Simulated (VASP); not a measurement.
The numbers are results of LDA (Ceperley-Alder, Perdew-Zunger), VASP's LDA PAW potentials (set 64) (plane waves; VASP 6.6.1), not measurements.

VASP input:

### INCAR
```
# general
SYSTEM = Si
PREC   = Accurate
ENCUT  = 400
LREAL  = .FALSE.
LASPH  = .TRUE.

# electronic loop
EDIFF  = 1E-6
NELM   = 100
ALGO   = Normal

# smearing
ISMEAR = 0
SIGMA  = 0.05

# ions
IBRION = 2
NSW    = 60
ISIF   = 3
EDIFFG = -0.01

# output
LWAVE  = .FALSE.
LCHARG = .FALSE.
```

### KPOINTS
```
Automatic mesh
0
Gamma
8 8 8
0 0 0
```

**POSCAR**
```
Si
1
   -0.0000000000     2.7014819981     2.7014819981
    2.7014819981    -0.0000000000     2.7014819981
    2.7014819981     2.7014819981     0.0000000000
Si
2
Direct
  0.2500000000   0.2500000000   0.2500000000
  0.0000000000   0.0000000000   0.0000000000
```

POTCAR, in this order: Si (LDA.64 set). Program: vasp_std.

Output of the run:

OSZICAR:
```
       N       E                     dE             d eps       ncg     rms          rms(c)
DAV:   1     0.501483974160E+01    0.50148E+01   -0.28990E+03   464   0.634E+02
DAV:   2    -0.119581654563E+02   -0.16973E+02   -0.16375E+02   720   0.775E+01
DAV:   3    -0.121863758668E+02   -0.22821E+00   -0.22821E+00   568   0.116E+01
DAV:   4    -0.121874520132E+02   -0.10761E-02   -0.10761E-02   776   0.867E-01
DAV:   5    -0.121874527442E+02   -0.73092E-06   -0.73092E-06   576   0.188E-02    0.510E+00
DAV:   6    -0.119998583739E+02    0.18759E+00   -0.12867E-01   592   0.180E+00    0.306E+00
DAV:   7    -0.119151379209E+02    0.84720E-01   -0.22379E-01   560   0.242E+00    0.253E-01
DAV:   8    -0.119151412837E+02   -0.33627E-05   -0.63691E-03   496   0.596E-01    0.681E-02
DAV:   9    -0.119151238866E+02    0.17397E-04   -0.20589E-04   704   0.973E-02    0.592E-02
DAV:  10    -0.119151281685E+02   -0.42819E-05   -0.10591E-05   560   0.237E-02    0.341E-02
DAV:  11    -0.119151281129E+02    0.55549E-07   -0.65676E-07   456   0.574E-03
   1 F= -.11915128E+02 E0= -.11915128E+02  d E =-.119151E+02
```

File OUTCAR:
```
------------------------ aborting loop because EDIFF is reached ----------------------------------------
  FORCE on cell =-STRESS in cart. coord.  units (eV):
  Direction    XX          YY          ZZ          XY          YZ          ZX
  --------------------------------------------------------------------------------------
  Total       -0.0008831     -0.0008831     -0.0008831     -0.0000000      0.0000000     -0.0000000
  in kB       -0.0358815     -0.0358815     -0.0358815     -0.0000000      0.0000000     -0.0000000
  external PRESSURE =      -0.0358815 kB  Pullay stress =       0.0000000 kB
  volume of cell :       39.43
      direct lattice vectors                 reciprocal lattice vectors
     0.000000000  2.701481998  2.701481998    -0.185083595  0.185083595  0.185083595
     2.701481998  0.000000000  2.701481998     0.185083595 -0.185083595  0.185083595
     2.701481998  2.701481998  0.000000000     0.185083595  0.185083595 -0.185083595
 POSITION                                       TOTAL-FORCE (eV/Angst)
 -----------------------------------------------------------------------------------
      1.35074      1.35074      1.35074        -0.000000     -0.000000     -0.000000
      0.00000      0.00000      0.00000         0.000000      0.000000      0.000000
 -----------------------------------------------------------------------------------
    total drift:                                0.000000      0.000000     -0.000000
  FREE ENERGIE OF THE ION-ELECTRON SYSTEM (eV)
  ---------------------------------------------------
  free  energy   TOTEN  =       -11.9151281129 eV

  energy  without entropy=      -11.9151281129  energy(sigma->0) =      -11.91512811

 reached required accuracy - stopping structural energy minimisation
```
(Selected blocks of OUTCAR.)

The structure comes from a computed database's Si entry (Fd-3m); how it stands against other phases isn't given here. It was relaxed first. The start is the result of an earlier pass.
